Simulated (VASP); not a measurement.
A run of VASP 6.6.1 is set up as follows.

POSCAR

```
SnH2IF
1.0
   13.0000000000      0.0000000000      0.0000000000
    0.0000000000     13.0000000000      0.0000000000
    0.0000000000      0.0000000000     12.0000000000
F Sn I H
1 1 1 2
Direct
    0.4025884600      0.4992653800      0.6208125000
    0.4686807700      0.5073423100      0.4782208300
    0.6233038500      0.3737884600      0.4861458300
    0.3786961500      0.4683269200      0.3848541700
    0.5141730800      0.6294423100      0.4692625000
```

INCAR.step1

```
  PREC = Accurate
  ENCUT = 520
  EDIFF = 1E-5
  ISMEAR = 0
  SIGMA = 0.01
  LREAL = False
  LASPH = True
  NELM = 100
  ALGO = Normal
  ISIF = 2
  LWAVE = True
  LCHARG = False
  NBANDS = 23
  GGA = PE
```

The input INCAR.step2:

```
  PREC = Accurate
  ENCUT = 520
  EDIFF = 1E-7
  ISMEAR = 0
  SIGMA = 0.01
  LREAL = False
  LASPH = True
  NELM = 100
  ALGO = Normal
  ISIF = 2
  LWAVE = False
  LCHARG = False
  GGA = PE
  LHFCALC = True
  AEXX = 0.25
  PRECFOCK = Fast
  IVDW = 12
  NBANDS = 23
  ISTART = 1
```

KPOINTS

```
Automatic mesh
0
Gamma
  1 1 1
```

Potentials or basis: VASP PAW PBE potentials, release 64 (F, Sn_d, I, H).

Command:

```sh
$ cat potpaw_PBE.64/F/POTCAR potpaw_PBE.64/Sn_d/POTCAR potpaw_PBE.64/I/POTCAR potpaw_PBE.64/H/POTCAR > POTCAR
$ cp INCAR.step1 INCAR
$ mpirun -np 1 vasp_gam > vasp.out
$ cp INCAR.step2 INCAR
$ mpirun -np 1 vasp_gam > vasp.out
```

Problem. Estimate the gap between the frontier levels.

Solution. 6.27 eV.

Problem. Estimate the dispersion energy per atom.

Solution. -0.020 eV.

Forces on the atoms (eV/Å):
```
F   -0.106 -0.016  0.221
Sn   0.083  0.037 -0.240
I    0.014 -0.013  0.007
H   -0.003 -0.011  0.003
H    0.012  0.003  0.009
```

Caveat: the PAW data sets were made with another functional, which shifts forces and pressure a little; spin-orbit coupling is left out, which moves the levels of the heavy elements.
